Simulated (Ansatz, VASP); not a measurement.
# One calculation of TiOs, two programs

INCAR

```
ALGO = Fast
EDIFF = 1E-7
EDIFFG = -0.005
ENCUT = 600
IBRION = 2
ISIF = 3
ISMEAR = 0
LASPH = True
LCHARG = False
LREAL = False
LWAVE = False
NELM = 100
NSW = 70
PREC = Accurate
SIGMA = 0.1
```

The input KPOINTS:

```
k-points
0
Gamma
  14 14 14
```

File POSCAR:

```
TiOs
1.0
    3.0947506400      0.0000000000      0.0000000000
    0.0000000000      3.0947506400      0.0000000000
    0.0000000000      0.0000000000      3.0947506400
Ti Os
1 1
Direct
    0.5000000000      0.5000000000      0.5000000000
    0.0000000000      0.0000000000      0.0000000000
```

Input for Ansatz:

```yaml
crystal:
  lattice:
    - [3.09475064, 0.0, 0.0]
    - [0.0, 3.09475064, 0.0]
    - [0.0, 0.0, 3.09475064]
  atoms:
    - { symbol: Ti, position: [0.5, 0.5, 0.5] }
    - { symbol: Os, position: [0.0, 0.0, 0.0] }
basis:
  ecutwfc: 420
kpoints:
  mp_grid: { grid: [14, 14, 14] }
hamiltonian:
  xc: lda
scf:
  occupations: { method: gaussian, width: 0.1 }
output:
  forces: true
  stress: true
  eigenvalues: true
  write_density: true
  write_potential: true
  elf: true
  volumetric_format: npy
relax:
  adjacent_minimum: "off"
  f_tol: 0.005
  max_steps: 50
  cell: { stress_tol: 0.05 }
```

Alike in both runs: task relaxation of cell and atoms; functional LDA; k mesh 14 × 14 × 14; occupations gaussian, width 0.1 eV; no spin polarisation.

```csv
,VASP,Ansatz
version,VASP 6.6.1,Ansatz 0.2.0
potentials or method,"VASP PAW LDA potentials, release 64 (Ti_sv, Os)","scalar-relativistic, plane waves, PAW"
plane-wave cutoff (eV),600,420
valence electrons in the cell,20,28
```

|  | VASP | Ansatz | Ansatz less VASP |
| --- | --- | --- | --- |
| gap on the k mesh at the Fermi level, each at its own relaxed structure (eV) | none | none | - |
| relaxed volume (Å³/atom) | 14.07 | 14.05 | -0.026 |
| relaxed cell length with the largest relative difference (Å) | 3.042 | 3.040 | -0.0018 |
| energy change over the relaxation (meV/atom) | -32 | -34 | -1.9 |

A gap of «none» marks a metal or a gap that the smearing closes. The two sets of potentials don't hold the same shells in valence.

Spin-orbit coupling is left out, which matters for the levels of Os. Zero-point motion and thermal expansion aren't in these numbers. LDA usually gives volumes a few per cent too small.
